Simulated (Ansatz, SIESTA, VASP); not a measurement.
# GaGePt6 (I-42m, 8 atoms in the cell) computed with different codes at matched settings

Self-consistent single point.

```
CELL_PARAMETERS angstrom
     -2.76055     2.76055     3.97615
      2.76055    -2.76055     3.97615
      2.76055     2.76055    -3.97615
ATOMIC_POSITIONS crystal
  Ga 0.00000 0.00000 0.00000
  Ge 0.50000 0.50000 0.00000
  Pt 0.94343 0.94343 0.39588
  Pt 0.05657 0.45245 0.00000
  Pt 0.54755 0.54755 0.60412
  Pt 0.45245 0.05657 0.00000
  Pt 0.50000 0.00000 0.50000
  Pt 0.00000 0.50000 0.50000
```

Shared settings, as Ansatz (a first-principles code) writes them: kpoints.mp_grid.grid = 5 5 5; magnetization.spin_orbit = true; scf.occupations.method = gaussian; scf.occupations.width = 0.2 eV. Potentials and cutoffs stand in the table.

```json
[
 {"code": "VASP", "model": "PBEsol, spin-orbit coupling, VASP's PBE PAW potentials (set 64)", "pressure (GPa)": "-4.47", "largest force (eV/Å)": "0.166", "cutoff": "300 eV"},
 {"code": "SIESTA", "model": "GGA PBEsol with spin-orbit coupling, numerical atomic orbitals DZP, PseudoDojo PBEsol fully relativistic norm-conserving potentials (rewritten from UPF to PSML)", "pressure (GPa)": "–", "largest force (eV/Å)": "0.593", "cutoff": "grid 350 Ry"},
 {"code": "Ansatz", "model": "PBEsol with spin-orbit coupling, PAW files made with PBE", "pressure (GPa)": "-4.09", "largest force (eV/Å)": "0.159", "cutoff": "420 eV"}
]
```

A dash marks a value that a program does not give, or that is left out as unsure.

The spread over the programs that give each value: pressure within 0.38 GPa; largest force within 0.434 eV/Å.

SIESTA uses small atom-centred bases, whose incompleteness enters pressures, forces and empty levels differently from a plane-wave cutoff. Ansatz's pressure is given at a fixed set of plane waves, as the other plane-wave codes print theirs; with its correction for the finite basis it is -3.86 GPa (the shift of 0.23 GPa shows how far the cutoff is from converged). In the force vectors, SIESTA (by 0.431) lies more than 0.08 eV/Å from the median of the plane-wave programs.

VASP's run is marked for a possible Pulay error in its stress at this cutoff; no cutoff test was made.

The starting cell comes from a database of computed structures (which also holds hypothetical and non-ambient phases and stackings), without a prior relaxation at this level.

Keys are those of Ansatz 0.2.
